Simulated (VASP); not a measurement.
Output of a VASP run:

### OSZICAR
```
       N       E                     dE             d eps       ncg     rms          rms(c)
DAV:   1     0.508245010457E+02    0.50825E+02   -0.46536E+03  1008   0.938E+02
DAV:   2    -0.214846677775E+00   -0.51039E+02   -0.50310E+02  1257   0.151E+02
DAV:   3    -0.167581715252E+01   -0.14610E+01   -0.14499E+01  1291   0.290E+01
DAV:   4    -0.169872052509E+01   -0.22903E-01   -0.22867E-01  1521   0.305E+00
DAV:   5    -0.169881317915E+01   -0.92654E-04   -0.92638E-04  1362   0.170E-01    0.276E+00
DAV:   6    -0.168474699709E+01    0.14066E-01   -0.13787E-02  1288   0.104E+00    0.158E+00
DAV:   7    -0.167865450420E+01    0.60925E-02   -0.20498E-02  1380   0.126E+00    0.928E-02
DAV:   8    -0.167878903317E+01   -0.13453E-03   -0.66628E-04  1216   0.223E-01    0.144E-02
DAV:   9    -0.167879142065E+01   -0.23875E-05   -0.14854E-05  1319   0.285E-02    0.681E-03
DAV:  10    -0.167878965802E+01    0.17626E-05   -0.40450E-06  1283   0.161E-02    0.164E-03
DAV:  11    -0.167878962900E+01    0.29024E-07   -0.69632E-08   582   0.257E-03
   1 F= 0.11425905E+01 E0= 0.11426507E+01  d E =0.114259E+01
       N       E                     dE             d eps       ncg     rms          rms(c)
DAV:   1    -0.420936585765E+01   -0.25306E+01   -0.86687E+01  1011   0.780E+01    0.873E+00
DAV:   2    -0.178573979097E+01    0.24236E+01   -0.37375E+00  1067   0.163E+01    0.355E+00
DAV:   3    -0.123554423985E+01    0.55020E+00   -0.30178E+00  1419   0.122E+01    0.129E+00
DAV:   4    -0.126151253252E+01   -0.25968E-01   -0.23272E-02  1083   0.145E+00    0.650E-01
DAV:   5    -0.128118198875E+01   -0.19669E-01   -0.26914E-02  1432   0.109E+00    0.175E-01
DAV:   6    -0.128171063364E+01   -0.52864E-03   -0.11925E-03  1392   0.409E-01    0.277E-02
DAV:   7    -0.128176581815E+01   -0.55185E-04   -0.15860E-04  1452   0.917E-02    0.653E-03
DAV:   8    -0.128176679766E+01   -0.97951E-06   -0.35745E-06  1021   0.200E-02
   2 F= 0.10014667E+01 E0= 0.10013921E+01  d E =-.141124E+00
       N       E                     dE             d eps       ncg     rms          rms(c)
DAV:   1    -0.132726448697E+01   -0.45499E-01   -0.35113E-01  1023   0.485E+00    0.558E-01
DAV:   2    -0.131758635900E+01    0.96781E-02   -0.18962E-02  1028   0.131E+00    0.237E-01
DAV:   3    -0.131499502237E+01    0.25913E-02   -0.14177E-02  1437   0.844E-01    0.907E-02
DAV:   4    -0.131505036504E+01   -0.55343E-04   -0.10546E-04  1057   0.102E-01    0.629E-02
DAV:   5    -0.131515490177E+01   -0.10454E-03   -0.87731E-05  1464   0.597E-02    0.109E-02
DAV:   6    -0.131515581007E+01   -0.90830E-06   -0.86704E-07   759   0.782E-03
   3 F= 0.10005798E+01 E0= 0.10004160E+01  d E =-.142011E+00
```

**OUTCAR**
```
------------------------ aborting loop because EDIFF is reached ----------------------------------------
  FORCE on cell =-STRESS in cart. coord.  units (eV):
  Direction    XX          YY          ZZ          XY          YZ          ZX
  --------------------------------------------------------------------------------------
  Total        2.3197892      2.3197892      2.3197892     -0.0000000      0.0000000      0.0000000
  in kB      100.1750475    100.1750475    100.1750475     -0.0000000      0.0000000      0.0000000
  external PRESSURE =       0.1750475 kB  Pullay stress =     100.0000000 kB
  volume of cell :       37.10
      direct lattice vectors                 reciprocal lattice vectors
    -2.101099026  2.101099026  2.101099026     0.000000000  0.237970697  0.237970697
     2.101099026 -2.101099026  2.101099026     0.237970697  0.000000000  0.237970697
     2.101099026  2.101099026 -2.101099026     0.237970697  0.237970697  0.000000000
 POSITION                                       TOTAL-FORCE (eV/Angst)
 -----------------------------------------------------------------------------------
      0.00000      0.00000      0.00000        -0.000000      0.000000      0.000000
 -----------------------------------------------------------------------------------
    total drift:                                0.000000      0.000000      0.000000
  FREE ENERGIE OF THE ION-ELECTRON SYSTEM (eV)
  ---------------------------------------------------
  free  energy   TOTEN  =        -1.3151558101 eV

  energy  without entropy=       -1.3156472377  energy(sigma->0) =       -1.31531962
  enthalpy is  TOTEN    =         1.0005797947 eV   P V=        2.3157356047

 reached required accuracy - stopping structural energy minimisation
```
(Selected blocks of OUTCAR.)

### POSCAR
```
Ba
1
   -2.2440751574     2.2440751574     2.2440751574
    2.2440751574    -2.2440751574     2.2440751574
    2.2440751574     2.2440751574    -2.2440751574
Ba
1
Direct
  0.0000000000   0.0000000000   0.0000000000
```

### Question
Write an INCAR and KPOINTS that could have produced this output.

### Answer
This is not unique; one that fits is the input of the run itself, PBE GGA, plane waves, VASP's PBE PAW potentials (set 64).

KPOINTS:
```
Automatic mesh
0
gamma
11 11 11
```

**INCAR**
```
SYSTEM = Ba
PREC = Accurate
ENCUT = 500
EDIFF = 1E-6
NELM = 100
ALGO = Normal
LREAL = .FALSE.
LASPH = .TRUE.
ISMEAR = 1
SIGMA = 0.1
GGA = PE
LMAXMIX = 4
LWAVE = .FALSE.
LCHARG = .FALSE.
IBRION = 2
ISIF = 3
NSW = 40
EDIFFG = -0.02
PSTRESS = 100
```

POTCAR, in this order: Ba_sv (PBE.64 set). Program: vasp_std.

Energy and stress use the plane-wave basis of the starting cell.

The compound is Ba in the bcc structure. This run relaxes it under an external pressure of 10 GPa. Symmetry was kept, so distortions that lower it aren't found.
